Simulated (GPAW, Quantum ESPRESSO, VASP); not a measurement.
**Code comparison for Ag (Fm-3m, 1 atom in the cell)**

Self-consistent single point, at a second geometry (lattice scaled by 0.98). First geometry:

```yaml
crystal:
  lattice:
    - [0.00000, 2.04500, 2.04500]
    - [2.04500, 0.00000, 2.04500]
    - [2.04500, 2.04500, 0.00000]
  atoms:
    - { symbol: Ag, position: [0.00000, 0.00000, 0.00000] }
```

Shared settings, as Quantum ESPRESSO writes them: occupations = smearing; smearing = gaussian; degauss = 0.0073499 Ry; K_POINTS = automatic 14 14 14 0 0 0. Potentials and cutoffs stand in the table.

```json
[
 {"code": "Quantum ESPRESSO", "model": "PBE, GBRV 1.5 ultrasoft (PBE) pseudopotentials", "ΔF from the first geometry (meV/atom)": "52.7", "pressure (GPa)": "10.81", "cutoff": "40 Ry"},
 {"code": "VASP", "model": "PBE, VASP's PBE PAW potentials (set 64)", "ΔF from the first geometry (meV/atom)": "51.1", "pressure (GPa)": "12.16", "cutoff": "300 eV"},
 {"code": "GPAW", "model": "PBE, GPAW PAW datasets PBE (gpaw-data 1.0.1)", "ΔF from the first geometry (meV/atom)": "50.5", "pressure (GPa)": "12.40", "cutoff": "600 eV"}
]
```

For Quantum ESPRESSO (by 1.9 GPa) the energy change implies a higher mean pressure, against the two pressures, than for the other programs: a sign of finite-basis (Pulay) stress.

The spread over the programs that give each value: ΔF from the first geometry within 2.2 meV/atom; pressure within 1.59 GPa.

In the pressure, Quantum ESPRESSO (by 1.35) lies more than 1 GPa from the median of the plane-wave programs.

VASP's run is marked for a possible Pulay error in its stress at this cutoff; no cutoff test was made.

The starting cell has typed, rounded lattice constants, without a prior relaxation at this level. For this run, on top of that: lattice scaled by 0.98.

Left out of this page: Ansatz, ABINIT, Elk, FLEUR and SIESTA (not drawn, or without a comparable value).
